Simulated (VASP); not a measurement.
Here is a VASP 6.6.1 calculation.

The input INCAR:

```
SYSTEM = Cs3GaF6
PREC = Accurate
ENCUT = 520
EDIFF = 1E-6
ISMEAR = 0
SIGMA = 0.01
LREAL = .FALSE.
LASPH = .TRUE.
NELM = 100
ALGO = Normal
ISIF = 2
LWAVE = .FALSE.
LCHARG = .TRUE.
LELF = .TRUE.
LVHAR = .TRUE.
NBANDS = 52
```

KPOINTS

```
regular mesh
0
G
  4 4 4
  0 0 0
```

The input POSCAR:

```
Cs3GaF6
1.0
    0.0000000000      4.7239000000      4.7239000000
    4.7239000000      0.0000000000      4.7239000000
    4.7239000000      4.7239000000      0.0000000000
Cs Ga F
3 1 6
Direct
    0.7500000000      0.7500000000      0.7500000000
    0.2500000000      0.2500000000      0.2500000000
    0.0000000000      0.0000000000      0.0000000000
    0.5000000000      0.5000000000      0.5000000000
    0.2965000000      0.7035000000      0.7035000000
    0.7035000000      0.2965000000      0.7035000000
    0.7035000000      0.2965000000      0.2965000000
    0.2965000000      0.7035000000      0.2965000000
    0.7035000000      0.7035000000      0.2965000000
    0.2965000000      0.2965000000      0.7035000000
```

Potentials or basis: VASP PAW LDA potentials, release 64 (Cs_sv, Ga_d, F).

Command:

```console
$ cat potpaw_LDA.64/Cs_sv/POTCAR potpaw_LDA.64/Ga_d/POTCAR potpaw_LDA.64/F/POTCAR > POTCAR
$ mpirun -np 1 vasp_std > vasp.out
```

(1) Predict the band gap on the k mesh.

(2) Predict the pressure.

(3) Estimate the largest force.

Answers

(1) 5.71 eV, indirect (least direct gap 5.75 eV).

(2) -3.7 GPa.

(3) 0.232 eV/Å.

Caveat: spin-orbit coupling is left out, which moves the levels of the heavy elements.
